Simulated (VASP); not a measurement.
## Al: single point with PBE

Al, a slab with vacuum:

```xyz
6
Lattice="2.8562 0.0000 0.0000 -1.4281 2.4735 0.0000 0.0000 0.0000 26.6604" Properties=species:S:1:pos:R:3 pbc="T T T"
Al    1.4281    0.8245    7.4645
Al    0.0000    1.6490    9.8160
Al    1.4281    2.4735   12.1594
Al    1.4281    0.8245   14.5010
Al    0.0000    1.6490   16.8444
Al    1.4281    2.4735   19.1959
```

```yaml
Program: VASP 6.6.1
Task: single point
Functional: PBE
Potentials_or_basis: VASP PAW PBE potentials, release 64 (Al)
Cutoff: 520 eV
k_mesh: 15 × 15 × 1
Occupations: methfessel-paxton, width 0.1 eV
Spin: no spin polarisation
```

```
Largest force                   : 0.007 eV/Å
Band gap on the k mesh          : none (metal or under the smearing width)
Work function of the upper face : 4.01 eV
Work function of the lower face : 4.01 eV
```

Forces in eV/Å, atoms in the order of the input:
```
Al   0.000  0.000 -0.002
Al   0.000  0.000 -0.004
Al   0.000  0.000 -0.007
Al   0.000  0.000  0.007
Al   0.000  0.000  0.004
Al   0.000  0.000  0.002
```

Levels at points of the mesh, in eV from the Fermi level:
| k point | band 6 | band 7 | band 8 | band 9 | band 10 | band 11 |
| --- | --- | --- | --- | --- | --- | --- |
| (0.00, 0.00, 0.00) | -5.49 | -3.75 | -1.69 | 0.39 | 2.30 | 3.44 |

Core levels (eV, on the scale of the bands):
```tsv
atom	levels
1 Al	1s -1503.9, 2s -101.1, 2p -62.6
2 Al	1s -1503.8, 2s -101.1, 2p -62.5
3 Al	1s -1503.9, 2s -101.1, 2p -62.5
4 Al	1s -1503.9, 2s -101.1, 2p -62.5
5 Al	1s -1503.8, 2s -101.1, 2p -62.5
6 Al	1s -1503.9, 2s -101.1, 2p -62.6
```

It took 2.2 min on 2 MPI ranks on Intel(R) Xeon(R) Platinum 8375C CPU @ 2.90GHz (Ice Lake) (shared host), peak memory 0.31 GiB a rank.
